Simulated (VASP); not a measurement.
# WS2: band gap against strain

WS2 (2H layered, P6_3/mmc, 17.956 Å³/atom and stress up to 0.02 GPa in the relaxed cell, c along z) under a strain ε along c (axis z), the other axes held. PBEsol in VASP (plane waves, PAW), 480 eV, 12×12×4 Γ-centred mesh, Gaussian smearing 0.05 eV; ions are relaxed, or left where forces stay under 0.02 eV/Å, within the symmetry of each cell. Gaps are the smallest on the run's k-mesh, which can miss an edge that lies off it, without spin-orbit coupling; in all rows the valence edge lies at Γ and the conduction edge at about 0.7 Å⁻¹ from Γ.

Here s stands for strain and Eg for gap.

| strain (%) | gap (eV) |
|---|---|
| 0.00 | 1.06 |
| 0.50 | 1.09 |
| 1.00 | 1.11 |
| 1.50 | 1.14 |
| 3.00 | ? |

The 4 complete rows are fitted with a straight line, Eg against s. Means: s 0.75000, Eg 1.100. About the means, the sum of products is 0.065000 and the sum of squares of s is 1.2500; the slope is their ratio. Least squares gives Eg = 1.061 + 0.0520·s. Residuals (row less fit): -0.001, 0.003, -0.003, 0.001; standard error 0.003 (degrees of freedom: 2). Over these rows the gap moves by 5.2 ± 0.3 eV per unit strain.

### Question
Predict the withheld Eg at s = 3.00 from the fit, and compare with the calculation.

### Answer
Eg = 1.061 + 0.0520 × 3.0 = 1.217 eV. The calculation gives 1.21 eV, 0.007 eV below the prediction (4.7 % of the range of Eg in the table). The row lies outside the fitted rows, so this is an extrapolation. The scatter of the fitted rows lies at the last printed digit.

For WS2: without a dispersion term in the relaxation, distances and binding between the weakly bound layers, chains or molecules are unreliable, and so is what depends on them. Spin-orbit coupling is left out, which can shift this property for WS2. Rows are the converged runs of the series near zero and its far end, less any whose ions stayed unrelaxed beside relaxed ones; series whose fitted rows scatter by over a few per cent of the range, as at a crossing or softening among them, aren't shown in this form. Most that stay on the fit to the last digits aren't either.
